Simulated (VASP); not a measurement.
Energy against volume of ZnS (zinc blende). Calculation: PBE GGA with D4 dispersion, VASP's PBE PAW potentials (set 64) (plane waves; VASP). Numerical set-up: 520 eV cut-off, 9×9×9 Γ-centred mesh, Gaussian smearing of 0.050 eV, potentials Zn S.

```csv
V (Å³/atom),E (eV/atom)
18.898,-3.72560
19.482,-3.73015
20.066,-3.72630
20.651,-3.71530
```

Question: Fit these four points and predict the energy of the run at 18.313 Å³/atom.

Answer: A cubic in V^(−2/3), the third-order Birch-Murnaghan form, passes through the four points with V0 = 19.49 Å³/atom and B0 = 77 GPa, and gives -3.7111 eV/atom there. The run gave -3.7112 eV/atom, -0.0 meV/atom from the fit; all five points give B0 = 76 GPa.

The compound is ZnS in the zinc blende structure. It was relaxed first.
